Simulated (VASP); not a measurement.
Level of theory: r2SCAN meta-GGA, VASP's PBE PAW potentials (set 64) (plane waves; VASP 6.6.1).

A VASP calculation is set up with these files.

### INCAR
```
ALGO = Normal
EDIFF = 1E-6
EDIFFG = -0.01
ENCUT = 480
IBRION = 2
ISIF = 3
ISMEAR = 0
LASPH = .True.
LCHARG = .False.
LMAXMIX = 4
LMIXTAU = .True.
LREAL = .False.
LWAVE = .False.
METAGGA = R2SCAN
NELM = 100
NSW = 60
PREC = Accurate
SIGMA = 0.05
SYSTEM = GaSb
```

**KPOINTS**
```
Automatic mesh
0
Gamma
7 7 7
0 0 0
```

POSCAR:
```
GaSb
1.0
  0.0000000000   3.0500000000   3.0500000000
  3.0500000000   0.0000000000   3.0500000000
  3.0500000000   3.0500000000   0.0000000000
Ga Sb
1 1
Direct
  0.0000000000   0.0000000000   0.0000000000
  0.7500000000   0.7500000000   0.7500000000
```

POTCAR, in this order: Ga_d Sb (PBE.64 set). Program: vasp_std.

What VASP printed:

File OUTCAR:
```
 ion  position               nearest neighbor table
   1  0.000  0.000  0.000-   2 2.64   2 2.64   2 2.64   2 2.64
   2  0.750  0.750  0.750-   1 2.64   1 2.64   1 2.64   1 2.64
  LATTYP: Found a face centered cubic cell.
 ALAT       =     6.1000000000
 Subroutine PRICEL returns:
 Original cell was already a primitive cell.
 Subroutine GETGRP returns: Found 24 space group operations
The static configuration has the point symmetry T_d .
The dynamic configuration has the point symmetry T_d .
 Subroutine INISYM returns: Found 24 space group operations
 Subroutine IBZKPT returns following result:
 Found     20 irreducible k-points:

 Following reciprocal coordinates:
            Coordinates               Weight
  0.000000  0.000000  0.000000      1.000000
  0.142857  0.000000  0.000000      8.000000
  0.285714  0.000000  0.000000      8.000000
  0.428571  0.000000  0.000000      8.000000
  0.142857  0.142857  0.000000      6.000000
  0.285714  0.142857  0.000000     24.000000
  0.428571  0.142857  0.000000     24.000000
 -0.428571  0.142857  0.000000     24.000000
 -0.285714  0.142857  0.000000     24.000000
...
```

File OSZICAR:
```
       N       E                     dE             d eps       ncg     rms          rms(c)
DAV:   1     0.419227535525E+02    0.41923E+02   -0.89241E+03   528   0.168E+03
DAV:   2    -0.341087497223E+02   -0.76032E+02   -0.73977E+02   565   0.302E+02
DAV:   3    -0.393267804758E+02   -0.52180E+01   -0.51950E+01   650   0.707E+01
DAV:   4    -0.394139031096E+02   -0.87123E-01   -0.87105E-01   604   0.105E+01
DAV:   5    -0.394159439564E+02   -0.20408E-02   -0.20408E-02   638   0.134E+00    0.296E+00
DAV:   6    -0.375471383566E+02    0.18688E+01   -0.40923E-01   585   0.115E+01    0.203E+00
DAV:   7    -0.376760971581E+02   -0.12896E+00   -0.38785E-01   590   0.818E+00    0.643E-01
DAV:   8    -0.375738148599E+02    0.10228E+00   -0.23571E-01   540   0.561E+00    0.199E-01
DAV:   9    -0.375866343654E+02   -0.12820E-01   -0.14048E-02   585   0.117E+00    0.242E-01
DAV:  10    -0.375872064644E+02   -0.57210E-03   -0.55165E-03   540   0.853E-01    0.559E-01
DAV:  11    -0.375910811263E+02   -0.38747E-02   -0.21236E-02   525   0.134E+00    0.612E-02
DAV:  12    -0.375883140558E+02    0.27671E-02   -0.21452E-03   545   0.425E-01    0.619E-02
DAV:  13    -0.375901283536E+02   -0.18143E-02   -0.51514E-04   550   0.236E-01    0.474E-02
DAV:  14    -0.375911478850E+02   -0.10195E-02   -0.92511E-04   525   0.254E-01    0.304E-02
DAV:  15    -0.375911615316E+02   -0.13647E-04   -0.56729E-05   679   0.741E-02    0.152E-02
DAV:  16    -0.375912235713E+02   -0.62040E-04   -0.45647E-05   520   0.712E-02    0.472E-03
DAV:  17    -0.375912312031E+02   -0.76318E-05   -0.52779E-06   620   0.382E-02    0.108E-03
DAV:  18    -0.375912291368E+02    0.20663E-05   -0.77314E-07   370   0.128E-02    0.118E-03
DAV:  19    -0.375912307872E+02   -0.16505E-05   -0.13237E-07   260   0.438E-03    0.511E-04
DAV:  20    -0.375912302645E+02    0.52272E-06   -0.43530E-08   260   0.225E-03
   1 F= -.37591230E+02 E0= -.37591230E+02  d E =-.375912E+02
       N       E                     dE             d eps       ncg     rms          rms(c)
DAV:   1    -0.376781146343E+02   -0.86884E-01   -0.11996E+00   680   0.211E+01    0.167E+00
DAV:   2    -0.376121701417E+02    0.65944E-01   -0.11527E-01   650   0.670E+00    0.800E-01
DAV:   3    -0.375939996774E+02    0.18170E-01   -0.25225E-02   635   0.307E+00    0.159E-01
DAV:   4    -0.375904588851E+02    0.35408E-02   -0.82477E-03   535   0.133E+00    0.324E-02
DAV:   5    -0.375933592606E+02   -0.29004E-02   -0.19029E-03   520   0.489E-01    0.227E-02
DAV:   6    -0.375931372164E+02    0.22204E-03   -0.23838E-04   520   0.152E-01    0.113E-02
DAV:   7    -0.375933660655E+02   -0.22885E-03   -0.24033E-04   525   0.152E-01    0.695E-03
DAV:   8    -0.375933701128E+02   -0.40473E-05   -0.14704E-05   540   0.409E-02    0.370E-03
DAV:   9    -0.375933767347E+02   -0.66219E-05   -0.22317E-06   535   0.200E-02    0.156E-03
DAV:  10    -0.375933739898E+02    0.27449E-05   -0.21103E-06   509   0.200E-02    0.903E-04
DAV:  11    -0.375933765463E+02   -0.25565E-05   -0.22430E-07   280   0.718E-03    0.579E-04
DAV:  12    -0.375933758446E+02    0.70175E-06   -0.33480E-08   260   0.202E-03
   2 F= -.37593376E+02 E0= -.37593376E+02  d E =-.214558E-02
       N       E                     dE             d eps       ncg     rms          rms(c)
DAV:   1    -0.376025284247E+02   -0.91519E-02   -0.11886E-01   675   0.638E+00    0.539E-01
DAV:   2    -0.375957959066E+02    0.67325E-02   -0.12722E-02   665   0.235E+00    0.253E-01
DAV:   3    -0.375940160190E+02    0.17799E-02   -0.22087E-03   635   0.909E-01    0.560E-02
DAV:   4    -0.375937305110E+02    0.28551E-03   -0.73715E-04   548   0.378E-01    0.106E-02
DAV:   5    -0.375939404927E+02   -0.20998E-03   -0.14273E-04   520   0.129E-01    0.763E-03
DAV:   6    -0.375939167262E+02    0.23766E-04   -0.19794E-05   525   0.429E-02    0.330E-03
DAV:   7    -0.375939281571E+02   -0.11431E-04   -0.25648E-05   520   0.501E-02    0.219E-03
DAV:   8    -0.375939317828E+02   -0.36256E-05   -0.16155E-06   527   0.126E-02    0.101E-03
DAV:   9    -0.375939295805E+02    0.22023E-05   -0.16004E-07   260   0.520E-03    0.347E-04
DAV:  10    -0.375939309463E+02   -0.13659E-05   -0.13098E-07   260   0.509E-03    0.201E-04
DAV:  11    -0.375939304040E+02    0.54237E-06   -0.14763E-08   260   0.169E-03
   3 F= -.37593930E+02 E0= -.37593930E+02  d E =-.270014E-02
```

**OUTCAR**
```
------------------------ aborting loop because EDIFF is reached ----------------------------------------
  FORCE on cell =-STRESS in cart. coord.  units (eV):
  Direction    XX          YY          ZZ          XY          YZ          ZX
  --------------------------------------------------------------------------------------
  Total        0.0089250      0.0089250      0.0089250      0.0000000      0.0000000      0.0000000
  in kB        0.2478804      0.2478804      0.2478804      0.0000000      0.0000000      0.0000000
  external PRESSURE =       0.2478804 kB  Pullay stress =       0.0000000 kB
  volume of cell :       57.69
      direct lattice vectors                 reciprocal lattice vectors
     0.000000000  3.066777348  3.066777348    -0.163037594  0.163037594  0.163037594
     3.066777348  0.000000000  3.066777348     0.163037594 -0.163037594  0.163037594
     3.066777348  3.066777348 -0.000000000     0.163037594  0.163037594 -0.163037594
  FREE ENERGIE OF THE ION-ELECTRON SYSTEM (eV)
  ---------------------------------------------------
  free  energy   TOTEN  =       -37.5939304040 eV

  energy  without entropy=      -37.5939304039  energy(sigma->0) =      -37.59393040

 reached required accuracy - stopping structural energy minimisation
```
(Selected blocks of OUTCAR.)

### CONTCAR
```
GaSb
   1.00000000000000
     0.0000000000000000    3.0667773483277307    3.0667773483277307
     3.0667773483277307    0.0000000000000000    3.0667773483277307
     3.0667773483277307    3.0667773483277307   -0.0000000000000000
  Ga              Sb
     1     1
Direct
     0.0000000000000000    0.0000000000000000    0.0000000000000000
     0.7500000000000000    0.7500000000000000    0.7500000000000000
```

The compound is GaSb in the zinc blende structure. This run relaxes it. Symmetry was kept, so distortions that lower it aren't found.
